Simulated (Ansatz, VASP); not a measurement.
# Si13Ge3O32 (germanium-doped silica glass) in two plane-wave programs

One calculation is typed for both programs; each brings its own data sets. How far apart do they land? Of the first pair: The structure shown is the start of the Ansatz relaxation below; VASP solves that cell, so the two are compared at the walk's first step.

Method: plane waves, with VASP 6.6.1 beside it; single point at PBE, in Ansatz 0.2.0.

### 1. Set-up

The cell holds 48 atoms: 3 Ge, 13 Si and 32 O. Cell: a = 8.863 Å, b = 8.863 Å, c = 8.863 Å, α = 90.0°, β = 90.0°, γ = 90.0°. As first built, before any earlier steps moved the atoms (in the runner's words): kind germanium-doped silica glass; units_of_the_quenched_model {'SiO2': 13, 'GeO2': 3}; melt_K 3500; rate_K_ps 10; atoms 48.

### 2. Ansatz: relaxation, PBE

Ansatz runs on its PAW soft_1 files.

The two programs are compared at the cell with which this relaxation starts, whose forces are those of its first step.

The input, input.yaml:

```yaml
crystal:
  lattice:
    - [8.8627515815, 0.0, 0.0]
    - [0.0, 8.8627515815, 0.0]
    - [0.0, 0.0, 8.8627515815]
  atoms:
    - { symbol: Ge, position: [0.696537, 0.218195, 0.718136] }
    - { symbol: Ge, position: [0.249734, 0.835851, 0.859495] }
    - { symbol: Ge, position: [0.360685, 0.580346, 0.07334] }
    - { symbol: Si, position: [0.784805, 0.068452, 0.184759] }
    - { symbol: Si, position: [0.139048, 0.601199, 0.359368] }
    - { symbol: Si, position: [0.664199, 0.461863, 0.473025] }
    - { symbol: Si, position: [0.279832, 0.286252, 0.898042] }
    - { symbol: Si, position: [0.972095, 0.913579, 0.441898] }
    - { symbol: Si, position: [0.275603, 0.112555, 0.404694] }
    - { symbol: Si, position: [0.858142, 0.417224, 0.202499] }
    - { symbol: Si, position: [0.991909, 0.079218, 0.887133] }
    - { symbol: Si, position: [0.319148, 0.426957, 0.572695] }
    - { symbol: Si, position: [0.486989, 0.937518, 0.621546] }
    - { symbol: Si, position: [0.422818, 0.057081, 0.088974] }
    - { symbol: Si, position: [0.69544, 0.529546, 0.917543] }
    - { symbol: Si, position: [0.772036, 0.738202, 0.641629] }
    - { symbol: O, position: [0.876313, 0.025909, 0.029895] }
    - { symbol: O, position: [0.115723, 0.213591, 0.919306] }
    - { symbol: O, position: [0.579498, 0.065117, 0.708294] }
    - { symbol: O, position: [0.193519, 0.549584, 0.525013] }
    - { symbol: O, position: [0.318465, 0.393191, 0.039336] }
    - { symbol: O, position: [0.901951, 0.847359, 0.592086] }
    - { symbol: O, position: [0.828821, 0.980609, 0.334328] }
    - { symbol: O, position: [0.311551, 0.103004, 0.231016] }
    - { symbol: O, position: [0.871005, 0.148352, 0.768912] }
    - { symbol: O, position: [0.104481, 0.043438, 0.442783] }
    - { symbol: O, position: [0.540727, 0.581975, 0.006433] }
    - { symbol: O, position: [0.044655, 0.758757, 0.368374] }
    - { symbol: O, position: [0.484002, 0.483879, 0.520894] }
    - { symbol: O, position: [0.706152, 0.474058, 0.302238] }
    - { symbol: O, position: [0.68852, 0.286699, 0.538974] }
    - { symbol: O, position: [0.76258, 0.670478, 0.816332] }
    - { symbol: O, position: [0.407295, 0.00692, 0.474167] }
    - { symbol: O, position: [0.394708, 0.158837, 0.942502] }
    - { symbol: O, position: [0.599125, 0.060944, 0.147195] }
    - { symbol: O, position: [0.60842, 0.80808, 0.612029] }
    - { symbol: O, position: [0.30458, 0.368959, 0.74004] }
    - { symbol: O, position: [0.82624, 0.483364, 0.036581] }
    - { symbol: O, position: [0.358342, 0.90191, 0.026932] }
    - { symbol: O, position: [0.772151, 0.583235, 0.551604] }
    - { symbol: O, position: [0.6643, 0.387279, 0.813111] }
    - { symbol: O, position: [0.838133, 0.241031, 0.209808] }
    - { symbol: O, position: [0.088949, 0.939021, 0.863304] }
    - { symbol: O, position: [0.002237, 0.485117, 0.285776] }
    - { symbol: O, position: [0.289217, 0.269901, 0.483155] }
    - { symbol: O, position: [0.350426, 0.880237, 0.713348] }
    - { symbol: O, position: [0.276174, 0.619037, 0.246407] }
    - { symbol: O, position: [0.252391, 0.662337, 0.927311] }
  symmetry: { detect: false }
kpoints:
  mp_grid: { grid: [2, 2, 2] }
scf:
  occupations: { method: fermi_dirac, width: 0.05 }
hamiltonian:
  xc: pbe
  pseudopotentials: { kind: paw, azcp: { folder: soft_1 } }
output:
  forces: true
  stress: true
relax:
  f_tol: 0.04
  max_steps: 100
  escape_saddle: false
  cell: { stress_tol: 0.4, fix: [] }
```

Started as:

```sh
ansatz run input.yaml --threads 4 --pin off --max-ram 16384MiB --backend cpu --events-out ev --progress --plain --runs-dir out
```

Numbers of over 12 decimals in the logs are rounded to 6 here.

Output:

```text
Engine: ansatz 0.2.0, aarch64-unknown-linux-gnu
Pseudopotentials: kind: paw
Pseudopotential: Ge, paw, valence charge 14, recommended cutoff 420 eV (normal), soft_1/Ge.paw.azcp
Pseudopotential: Si, paw, valence charge 4, recommended cutoff 420 eV (normal), soft_1/Si.paw.azcp
Pseudopotential: O, paw, valence charge 6, recommended cutoff 420 eV (normal), soft_1/O.paw.azcp
Functional definition: PBE
  parameter kappa = 0.804
  parameter beta = 0.066725
  exchange = pbe_x(kappa = kappa, mu = beta*pi^2/3)
  correlation = pbe_c(beta = beta)
Crystal: 48 atoms, lattice volume = 696.155 Å³
Basis set: ecut = 420 eV, 13613 PW (Γ), exchange–correlation on 120×120×120 points (8 copies of the dense FFT grid, shifted against one another)
Bands: 191, of which v1, the nominal top of the filled ones, is band 143 counted from 1 (142 counted from 0)
Symmetry: 1 space group operations
k-points: 8
Non-local potential: Ge, projectors of the file, l = 0: 2, l = 1: 2, l = 2: 3, l = 3: 1
Non-local potential: Si, projectors of the file, l = 0: 2, l = 1: 2, l = 2: 1
Non-local potential: O, projectors of the file, l = 0: 2, l = 1: 2, l = 2: 1
PAW form: soft (Blöchl's): semilocal exchange-correlation on the pseudo side does not see the compensation charge
PAW one-centre angular grid: Ge, 590 points (default); XC on 64 Gauss nodes
PAW one-centre angular grid: Si, 110 points (default); XC on 64 Gauss nodes
PAW one-centre angular grid: O, 110 points (default); XC on 64 Gauss nodes
Initial density: superposition of atomic densities (chi_scale 0.1, normalization cell, long waves kept (reshape's long-wave potential 0.43 eV rms))
Initial wavefunctions: pseudopotential atomic-orbital guess
Functional: x = pbe(κ = 0.804, μ = 0.219515), c = pbe(β = 0.066725)
SCF iter   1: F=—  HF=-39372.398922 eV  |F-HF|=—  |Δ(HF+E_count)|=         —  Δρ=1.23e-1  dr2=9.26e1  ethr=3.10e-3  ⟨swp⟩=6.0  Hψ=7252  notcnv=0  defer=133
preconditioner: auto → Resta (q_TF=auto, 2.352 Å⁻¹)  ε∞=2.7  [insulator: Δε(μ)=4.499 eV  Ē_g=17.319 eV  σ=0.050 eV  W_gap=1.00  n_scr=170 (ndim 8)  ℏωp=22.5 eV  f_vac=0.135  D(μ)=0.00/eV (n_scr^D=0)  ε∞_Penn≈2.7]
SCF iter   2: F=—  HF=-39346.183970 eV  |F-HF|=—  |Δ(HF+E_count)|=    2.62e1  Δρ=4.28e-2  dr2=6.62e0  ethr=3.10e-3  ⟨swp⟩=4.0  Hψ=3738  notcnv=0  defer=341
SCF iter   3: F=—  HF=-39345.045651 eV  |F-HF|=—  |Δ(HF+E_count)|=    1.14e0  Δρ=1.96e-2  dr2=1.86e0  ethr=2.31e-3  ⟨swp⟩=2.9  Hψ=1322  notcnv=0  defer=341
SCF iter   4: F=—  HF=-39344.874827 eV  |F-HF|=—  |Δ(HF+E_count)|=   1.71e-1  Δρ=3.27e-3  dr2=6.56e-2  ethr=6.50e-4  ⟨swp⟩=2.9  Hψ=2899  notcnv=0  defer=340
SCF iter   5: F=—  HF=-39344.875328 eV  |F-HF|=—  |Δ(HF+E_count)|=   5.01e-4  Δρ=1.53e-3  dr2=1.59e-2  ethr=2.29e-5  ⟨swp⟩=2.0  Hψ=2446  notcnv=0  defer=340
SCF iter   6: F=—  HF=-39344.886533 eV  |F-HF|=—  |Δ(HF+E_count)|=   1.12e-2  Δρ=6.73e-4  dr2=2.75e-3  ethr=5.55e-6  ⟨swp⟩=2.0  Hψ=2037  notcnv=0  defer=340
SCF iter   7: F=—  HF=-39344.887137 eV  |F-HF|=—  |Δ(HF+E_count)|=   6.05e-4  Δρ=1.77e-4  dr2=2.72e-4  ethr=9.62e-7  ⟨swp⟩=2.0  Hψ=2332  notcnv=0  defer=340
SCF iter   8: F=—  HF=-39344.887329 eV  |F-HF|=—  |Δ(HF+E_count)|=   1.92e-4  Δρ=7.26e-5  dr2=3.48e-5  ethr=9.51e-8  ⟨swp⟩=2.0  Hψ=1977  notcnv=0  defer=340
SCF iter   9: F=—  HF=-39344.886917 eV  |F-HF|=—  |Δ(HF+E_count)|=   4.12e-4  Δρ=4.74e-5  dr2=1.19e-5  ethr=1.22e-8  ⟨swp⟩=2.0  Hψ=2365  notcnv=0  defer=340
SCF iter  10: F=—  HF=-39344.886914 eV  |F-HF|=—  |Δ(HF+E_count)|=   2.46e-6  Δρ=9.18e-6  dr2=5.30e-7  ethr=4.16e-9  ⟨swp⟩=2.0  Hψ=2332  notcnv=0  defer=340
SCF iter  11: F=—  HF=-39344.886915 eV  |F-HF|=—  |Δ(HF+E_count)|=   3.09e-7  Δρ=4.31e-6  dr2=1.08e-7  ethr=3.50e-11  ⟨swp⟩=5.1  Hψ=5535  notcnv=0
SCF iter  12: F=-39344.886915 eV  HF=-39344.886915 eV  |F-HF|=4.55e-9  |Δ(HF+E_count)|=   2.29e-8  Δρ=1.84e-6  dr2=1.94e-8  ethr=3.50e-11  ⟨swp⟩=4.9  Hψ=4630  notcnv=0
SCF 1 converged in 12 iterations: F = -39344.886915 eV  dr2 = 1.94e-8
  greatest PAW one-centre occupation: 0.999 electrons in one spin orbital (limit 2), on the Ge atom at site 1 (counted from 0), in its partial waves of l = 2
relax step   1: F+E_penalty+E_count = -39344.88691459 eV  Δ(F+E_penalty+E_count) = +0.000e0 eV  max|allowed force component| = 4.639e0 eV/Å  Δτ_max = 0.0000 Å  P = +6.027 GPa  Ω = 696.155 Å³  (12 SCF iters, dr2 threshold 1.00e-7 eV, accepted)
Crystal: 48 atoms, lattice volume = 715.576 Å³
Basis set: ecut = 420 eV, 13953 PW (Γ), exchange–correlation on 120×120×120 points (8 copies of the dense FFT grid, shifted against one another)
Initial density: handed on by an earlier stage of this run
Initial wavefunctions: those handed on with the density
iter 1 solved again at ethr=5.18e-4 eV; its pass at ethr=3.10e-3 eV (dr2=1.48e0 eV) is discarded
SCF iter   1: F=—  HF=-39348.120903 eV  |F-HF|=—  |Δ(HF+E_count)|=         —  Δρ=2.18e-2  dr2=1.49e0  ethr=5.18e-4  ⟨swp⟩=4.2  Hψ=8568  notcnv=0
[...]
basis re-selected at this cell: Δ(F+E_penalty+E_count) = -2.420e-2 eV, ΔP = +0.015 GPa vs the last step (what re-selecting the basis moved, of the pressure what is left beyond the Pulay correction that the steps carried, after the strain that the cell walked since its last selection, with what the two solves' SCF thresholds leave and, on support functions, any second-order correction that the steps lacked; it is no m [...]
SCF converged after 4 iterations
Free energy (F): -39350.860404 eV
Harris-Foulkes:  -39350.860404 eV  (|F-HF|=3.64e-11)
Internal energy: -39350.860404 eV  (E = F + TS)
E sigma→0 (E₀):  -39350.860404 eV
Fermi energy:    3.497755 eV
--- Per-component energies (eV) ---
  E_band       = -2090.382470
  E_kinetic    = 6325.860127
  E_local      = -28910.817503  (includes V_loc(G=0)·N_el)
  E_nonlocal   = 2636.281480
  E_hartree    = 11985.464850
  E_xc         = -3243.296796
  E_vxc        = -3745.772037  (∫ρ·V_xc dr)
  E_paw        = -17955.652099  (= ΣΔE_a)
  E_vpaw       = -2366.884595  (= ΣTr[D̂ρ^β])
  E_aug_tail   = 0.026274  (compensation charges beyond the density's cutoff)
  E_ewald      = -10188.726737
  E_smearing   = -0.000000  (= −TS)
  E_closure    = -0.000000  (closes the sum)
  Σ components = -39350.860404   (vs F -39350.860404, Δ=0.00e0)
--- Forces (eV/Å), atoms counted from 1 ---
  atom   1  Ge    -0.01124109     0.01844835    -0.00177173
  atom   2  Ge     0.01130627    -0.00766063     0.02303772
  atom   3  Ge    -0.00494128     0.00470094     0.01278616
  atom   4  Si    -0.00251737     0.00301073     0.01208776
  atom   5  Si    -0.00079054    -0.00306250    -0.01443831
  atom   6  Si    -0.00680834    -0.00599475    -0.00558435
  atom   7  Si     0.00903842    -0.00399992     0.00363282
  atom   8  Si     0.00273661     0.00417428    -0.01003780
  atom   9  Si    -0.00043669    -0.00227322    -0.01033580
  atom  10  Si     0.00319348     0.00334563     0.00508601
  atom  11  Si     0.00379865     0.00467920     0.00449725
  atom  12  Si    -0.00009674     0.00602431    -0.00185268
  atom  13  Si    -0.00777575    -0.00068468    -0.01004717
  atom  14  Si    -0.01041457     0.00645058    -0.00313072
  atom  15  Si     0.00511565    -0.00570799     0.00526708
  atom  16  Si    -0.01790909    -0.00030818    -0.00490532
  atom  17  O      0.00476492    -0.00115299    -0.00899518
  atom  18  O     -0.00746256    -0.01531650     0.00087329
  atom  19  O      0.01106039    -0.00072284     0.00072083
  atom  20  O      0.00128085    -0.00269853     0.00469312
  atom  21  O      0.00408699     0.02396499     0.00380032
  atom  22  O     -0.00431856    -0.00439241     0.00850479
  atom  23  O      0.00394330    -0.00459093     0.00363143
  atom  24  O      0.00248608     0.00223614     0.00148436
[...]
atom  41  O      0.00477404    -0.00738448    -0.00224890
  atom  42  O      0.00108845     0.00160905     0.00204436
  atom  43  O      0.00319302     0.00436648     0.00215431
  atom  44  O     -0.00306097    -0.00056994     0.00137648
  atom  45  O     -0.00689954    -0.00281401     0.00097621
  atom  46  O      0.00754419     0.00444954    -0.00064838
  atom  47  O     -0.00114909     0.00174513    -0.00572163
  atom  48  O      0.00365901     0.00037588    -0.00397129
  max |Σ_I F_I| component: 2.34e-5 eV/Å
--- Stress (GPa, compression-positive) ---
       -0.016372       0.014465       0.010525
        0.014464       0.048842       0.060809
        0.010524       0.060805       0.042687
  P = ⅓ Tr σ = 0.0251 GPa (0.251 kbar)
--- Relaxed structure (13 steps of the walk, 12 accepted, 2 SCFs on fresh bases) ---
  F+E_penalty+E_count = -39350.86040396 eV   max|allowed force component| = 2.397e-2 eV/Å   (the final SCF, on the basis selected at the relaxed cell)
  cell:  # Å, volume = 732.6193 Å³
    - [8.540560, 0.052894, 0.115294]
    - [0.052894, 9.353657, 0.573766]
    - [0.115294, 0.573766, 9.207858]
  atoms:
    - { symbol: Ge, position: [0.740345, 0.242575, 0.707205] }
    - { symbol: Ge, position: [0.274668, 0.889035, 0.916079] }
    - { symbol: Ge, position: [0.348026, 0.568328, 0.033708] }
    - { symbol: Si, position: [0.785077, 0.087357, 0.195745] }
    - { symbol: Si, position: [0.142126, 0.580274, 0.323374] }
    - { symbol: Si, position: [0.654976, 0.474873, 0.466401] }
    - { symbol: Si, position: [0.265892, 0.296954, 0.898061] }
    - { symbol: Si, position: [0.978983, 0.866270, 0.415506] }
    - { symbol: Si, position: [0.264698, 0.080621, 0.420036] }
    - { symbol: Si, position: [0.855974, 0.415622, 0.210406] }
    - { symbol: Si, position: [0.982005, 0.079828, 0.903253] }
    - { symbol: Si, position: [0.305681, 0.373330, 0.549732] }
    - { symbol: Si, position: [0.497288, 0.991342, 0.644899] }
    - { symbol: Si, position: [0.421916, 0.081958, 0.120623] }
    - { symbol: Si, position: [0.706617, 0.494312, 0.917236] }
    - { symbol: Si, position: [0.730170, 0.725635, 0.639351] }
    - { symbol: O, position: [0.849412, 0.070824, 0.031926] }
    - { symbol: O, position: [0.106085, 0.205566, 0.917670] }
    - { symbol: O, position: [0.587148, 0.140697, 0.654945] }
    - { symbol: O, position: [0.198014, 0.511423, 0.485909] }
    - { symbol: O, position: [0.230859, 0.428270, -0.00640315] }
    - { symbol: O, position: [0.892305, 0.796326, 0.567517] }
    - { symbol: O, position: [0.849544, 0.955166, 0.311036] }
    - { symbol: O, position: [0.293395, 0.121566, 0.244169] }
    - { symbol: O, position: [0.895246, 0.119956, 0.747056] }
    - { symbol: O, position: [0.112850, -0.022471, 0.452720] }
    - { symbol: O, position: [0.548227, 0.532919, 0.00803703] }
    - { symbol: O, position: [0.057952, 0.736339, 0.333957] }
    - { symbol: O, position: [0.482879, 0.403048, 0.484932] }
    - { symbol: O, position: [0.712889, 0.490760, 0.296202] }
    - { symbol: O, position: [0.785881, 0.370192, 0.556274] }
    - { symbol: O, position: [0.762395, 0.622961, 0.791732] }
    - { symbol: O, position: [0.422307, -0.00391748, 0.483454] }
    - { symbol: O, position: [0.408888, 0.199604, 0.974889] }
    - { symbol: O, position: [0.595021, 0.079845, 0.189034] }
    - { symbol: O, position: [0.610278, 0.852275, 0.678296] }
    - { symbol: O, position: [0.305291, 0.356391, 0.727882] }
    - { symbol: O, position: [0.844564, 0.469557, 0.036469] }
    - { symbol: O, position: [0.377384, 0.924465, 0.072059] }
    - { symbol: O, position: [0.648307, 0.632457, 0.523988] }
    - { symbol: O, position: [0.681556, 0.343153, 0.848758] }
    - { symbol: O, position: [0.841605, 0.240333, 0.243412] }
    - { symbol: O, position: [0.071554, 0.924103, 0.916967] }
    - { symbol: O, position: [0.022521, 0.468107, 0.264357] }
    - { symbol: O, position: [0.237090, 0.227751, 0.495345] }
    - { symbol: O, position: [0.347861, 0.990278, 0.758334] }
    - { symbol: O, position: [0.297390, 0.602285, 0.212849] }
    - { symbol: O, position: [0.298533, 0.707703, 0.896873] }
```

The column dr2 measures how far the density is from self-consistency, as an energy; F and HF (Harris–Foulkes) agree once it is small.

(Part 1 of 2 ends here.)

[Lines on the potential files, build, host, timing and source positions are cut from VASP's logs without a mark.]

[Logs are printed without paths, hosts, clocks, repeated set-up lines and the standing remarks that a program may print on its own settings, such as how far it seeks lower states.]

[Hosts, paths, dates, database ids (printed as entryN), source tags and the programs' standing remarks are cut or masked in the printed files.]
